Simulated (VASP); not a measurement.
Output of a VASP run:

**OSZICAR**
```
...
DAV:  15    -0.452265940108E+02    0.43002E-06   -0.89663E-07  4982   0.105E-02
   1 F= -.45226594E+02 E0= -.45226772E+02  d E =-.452266E+02
       N       E                     dE             d eps       ncg     rms          rms(c)
DAV:   1    -0.452353891631E+02   -0.87947E-02   -0.37571E-01  7126   0.553E+00    0.520E-01
DAV:   2    -0.452271753050E+02    0.82139E-02   -0.13582E-02  7372   0.114E+00    0.213E-01
DAV:   3    -0.452275505219E+02   -0.37522E-03   -0.14643E-03  7270   0.332E-01    0.904E-02
DAV:   4    -0.452273188648E+02    0.23166E-03   -0.66211E-04  7318   0.208E-01    0.440E-02
DAV:   5    -0.452273202374E+02   -0.13727E-05   -0.26671E-04  7144   0.165E-01    0.233E-02
DAV:   6    -0.452273659682E+02   -0.45731E-04   -0.12983E-04  7156   0.114E-01    0.717E-03
DAV:   7    -0.452273841071E+02   -0.18139E-04   -0.80970E-06  7312   0.268E-02    0.377E-03
DAV:   8    -0.452273846630E+02   -0.55587E-06   -0.71782E-07  3724   0.807E-03
   2 F= -.45227385E+02 E0= -.45227495E+02  d E =-.790652E-03
       N       E                     dE             d eps       ncg     rms          rms(c)
DAV:   1    -0.452276717109E+02   -0.28760E-03   -0.11544E-02  7114   0.971E-01    0.908E-02
DAV:   2    -0.452274206722E+02    0.25104E-03   -0.42237E-04  7360   0.201E-01    0.376E-02
DAV:   3    -0.452274297162E+02   -0.90440E-05   -0.45429E-05  7240   0.582E-02    0.161E-02
DAV:   4    -0.452274226404E+02    0.70758E-05   -0.20744E-05  7342   0.366E-02    0.781E-03
DAV:   5    -0.452274211061E+02    0.15343E-05   -0.83126E-06  7114   0.289E-02    0.413E-03
DAV:   6    -0.452274239111E+02   -0.28050E-05   -0.36958E-06  7012   0.191E-02    0.123E-03
DAV:   7    -0.452274240178E+02   -0.10662E-06   -0.23941E-07  3428   0.461E-03
   3 F= -.45227424E+02 E0= -.45227546E+02  d E =-.830007E-03
       N       E                     dE             d eps       ncg     rms          rms(c)
DAV:   1    -0.452293653950E+02   -0.19415E-02   -0.34221E-02  6928   0.203E+00    0.292E-01
DAV:   2    -0.452273546046E+02    0.20108E-02   -0.69471E-03  6958   0.861E-01    0.753E-02
DAV:   3    -0.452274013841E+02   -0.46779E-04   -0.82138E-05  7306   0.906E-02    0.498E-02
DAV:   4    -0.452273832388E+02    0.18145E-04   -0.17869E-04  7342   0.119E-01    0.292E-02
DAV:   5    -0.452274104382E+02   -0.27199E-04   -0.10186E-04  7114   0.985E-02    0.414E-03
DAV:   6    -0.452274150581E+02   -0.46198E-05   -0.80737E-06  7216   0.264E-02    0.218E-03
DAV:   7    -0.452274160478E+02   -0.98972E-06   -0.14761E-06  5694   0.123E-02
   4 F= -.45227416E+02 E0= -.45227534E+02  d E =0.796998E-05
       N       E                     dE             d eps       ncg     rms          rms(c)
DAV:   1    -0.452279813334E+02   -0.56628E-03   -0.93005E-03  6934   0.106E+00    0.154E-01
DAV:   2    -0.452274261057E+02    0.55523E-03   -0.19293E-03  6964   0.453E-01    0.393E-02
DAV:   3    -0.452274472883E+02   -0.21183E-04   -0.23043E-05  7294   0.485E-02    0.258E-02
DAV:   4    -0.452274355574E+02    0.11731E-04   -0.49475E-05  7366   0.629E-02    0.151E-02
DAV:   5    -0.452274520250E+02   -0.16468E-04   -0.28632E-05  7132   0.525E-02    0.216E-03
DAV:   6    -0.452274493208E+02    0.27042E-05   -0.23661E-06  6208   0.146E-02    0.116E-03
DAV:   7    -0.452274512498E+02   -0.19289E-05   -0.43902E-07  3656   0.653E-03    0.743E-04
DAV:   8    -0.452274507774E+02    0.47232E-06   -0.29605E-08  3422   0.153E-03
   5 F= -.45227451E+02 E0= -.45227571E+02  d E =-.267597E-04
```

File OUTCAR:
```
------------------------ aborting loop because EDIFF is reached ----------------------------------------
  FORCE on cell =-STRESS in cart. coord.  units (eV):
  Direction    XX          YY          ZZ          XY          YZ          ZX
  --------------------------------------------------------------------------------------
  Total        0.0031554      0.0031554      0.0034890      0.0000000      0.0000000      0.0000000
  in kB        0.1538317      0.1538317      0.1700995      0.0000000      0.0000000      0.0000000
  external PRESSURE =       0.1592543 kB  Pullay stress =       0.0000000 kB
  volume of cell :       32.86
      direct lattice vectors                 reciprocal lattice vectors
    -2.482811754  2.482811754  1.332801752     0.000000000  0.201384579  0.375149567
     2.482811754 -2.482811754  1.332801752     0.201384579  0.000000000  0.375149567
     2.482811754  2.482811754 -1.332801752     0.201384579  0.201384579  0.000000000
 POSITION                                       TOTAL-FORCE (eV/Angst)
 -----------------------------------------------------------------------------------
     -0.00000      2.48281      0.66640        -0.000000      0.000000      0.000000
     -0.00000      0.00000      0.00000         0.000000     -0.000000     -0.000000
 -----------------------------------------------------------------------------------
    total drift:                                0.000000      0.000000     -0.000000
  FREE ENERGIE OF THE ION-ELECTRON SYSTEM (eV)
  ---------------------------------------------------
  free  energy   TOTEN  =       -45.2274507774 eV

  energy  without entropy=      -45.2278107674  energy(sigma->0) =      -45.22757077

 reached required accuracy - stopping structural energy minimisation
```
(Selected blocks of OUTCAR.)

**POSCAR**
```
Pd
1
   -2.4777729058     2.4777729058     1.3398348291
    2.4777729058    -2.4777729058     1.3398348291
    2.4777729058     2.4777729058    -1.3398348291
Pd
2
Direct
  0.7500000000   0.2500000000   0.5000000000
  0.0000000000   0.0000000000   0.0000000000
```

Task: Reconstruct the remaining input files.

Result: Several could match; the one computed here: the input of the run itself, r2SCAN meta-GGA, plane waves, VASP's PBE PAW potentials (set 64).

### INCAR
```
SYSTEM = Pd
PREC = Accurate
ENCUT = 400
EDIFF = 1E-6
NELM = 100
ALGO = Normal
LREAL = .FALSE.
LASPH = .TRUE.
ISMEAR = 1
SIGMA = 0.1
METAGGA = R2SCAN
LMIXTAU = .TRUE.
LMAXMIX = 4
LWAVE = .FALSE.
LCHARG = .FALSE.
IBRION = 2
ISIF = 3
NSW = 60
EDIFFG = -0.01
```

KPOINTS:
```
K-points
0
Gamma
  14 14 14
0 0 0
```

POTCAR, in this order: Pd (PBE.64 set). Program: vasp_std.

The structure was generated: Pd was put into the beta-Sn type (I4_1/amd), which need not be its known phase. This run relaxes it. Symmetry was kept, so distortions that lower it aren't found. The start is the result of an earlier pass.
